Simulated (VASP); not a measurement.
Input:

```
TaC
1.0
    0.00000     2.21070     2.21070
    2.21070     0.00000     2.21070
    2.21070     2.21070     0.00000
Ta C
1 1
Direct
  0.00000   0.00000   0.00000
  0.50000   0.50000   0.50000
```

All values below come from LDA (Ceperley-Alder, Perdew-Zunger), VASP's LDA PAW potentials (set 64) (plane waves; VASP 6.6.1). Run with 520 eV cut-off, Gaussian smearing of 0.050 eV, potentials Ta_pv C.

Task: Give the energies of bands 5 to 10 at the high-symmetry points, in eV from the Fermi level.

Result: 
| band | Γ | X | U | L | W |
|---|---|---|---|---|---|
| 5 | -1.43 | -4.71 | -5.97 | -8.86 | -5.38 |
| 6 | -1.43 | -4.53 | -4.86 | -5.61 | -5.01 |
| 7 | -1.43 | -1.72 | -3.89 | -5.61 | -5.01 |
| 8 | -0.47 | -1.72 | -0.64 | 2.75 | 1.64 |
| 9 | -0.47 | 2.65 | 3.19 | 2.75 | 1.64 |
| 10 | -0.47 | 4.17 | 4.07 | 3.78 | 4.18 |

It has no gap at this level: it comes out as a metal or semimetal.

The compound is TaC in the rock salt structure. It was relaxed first. The electron count is odd and the run is not spin-polarised, which forces a metal.
